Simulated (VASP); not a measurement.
TiN: elastic constants with PBEsol

Crystal: TiN.

```
Ti N
1.0
     0.00000    2.12000    2.12000
     2.12000    0.00000    2.12000
     2.12000    2.12000    0.00000
Ti N
1 1
Direct
  0.00000 0.00000 0.00000
  0.50000 0.50000 0.50000
```

The cell was built by a generator and needn't be a form met in nature.

```yaml
Program: VASP 6.6.1
Task: elastic constants
Functional: PBEsol
Potentials_or_basis: VASP PAW PBE potentials, release 64 (Ti_sv, N)
Cutoff: 600 eV
k_mesh: 16 × 16 × 16
Occupations: methfessel-paxton, width 0.15 eV
Spin: no spin polarisation
Ions_in_elastic_constants: relaxed
Further_INCAR_settings: ALGO = Normal; EDIFF = 1e-08; IBRION = 6; POTIM = 0.015; NSW = 1; ISIF = 3
```

```
Relaxed volume                                          : 9.30 Å³/atom
Relaxed cell                                            : a = 2.974 Å, b = 2.974 Å, c = 2.974 Å, α = 60.00°, β = 60.00°, γ = 60.00°
Space group after relaxing (to 0.05 Å)                  : Fm-3m (No. 225)
Elastic constants C11, C12, C44                         : 622, 138, 173 GPa
Voigt bulk modulus                                      : 299 GPa
Highest phonon frequency at Γ, LO-TO splitting left out : 535 cm⁻¹
```

The path:
```tsv
step	energy change (eV)	largest force (eV/Å)	pressure (GPa)	volume (Å³)
1	0.0000	0.0000	-6.95	19.06
2	0.0128	0.0000	11.59	17.94
3	-0.0102	0.0000	-0.07	18.60
4	-0.0102	0.0000	0.08	18.59
5	-0.0102	0.0000	-0.09	18.60
6	-0.0102	0.0000	0.00	18.59
```

Final structure:
```xyz
2
Lattice="0.0000 2.1027 2.1027 2.1027 0.0000 2.1027 2.1027 2.1027 0.0000" Properties=species:S:1:pos:R:3 pbc="T T T"
Ti    0.0000    0.0000    0.0000
N     2.1027    2.1027    2.1027
```

Phonon frequencies in cm⁻¹ (negative: imaginary):
```csv
q point,frequencies
"(0.000, 0.000, 0.000)",0 0 0 535 535 535
```

Elastic tensor in Voigt notation (GPa, in the Cartesian axes of the cell as first typed):
```
622 138 138   0   0   0
138 622 138   0   0   0
138 138 622   0   0   0
  0   0   0 173   0   0
  0   0   0   0 173   0
  0   0   0   0   0 173
```

Clamped-ion elastic tensor (GPa):
```
622 138 138   0   0   0
138 622 138   0   0   0
138 138 622   0   0   0
  0   0   0 173   0   0
  0   0   0   0 173   0
  0   0   0   0   0 173
```

It took 22 min on 2 MPI ranks on Intel(R) Xeon(R) Platinum 8375C CPU @ 2.90GHz (Ice Lake) (shared host), peak memory 0.6 GiB a rank.

Caveat: the PAW data sets were made with another functional, which shifts forces and pressure a little.
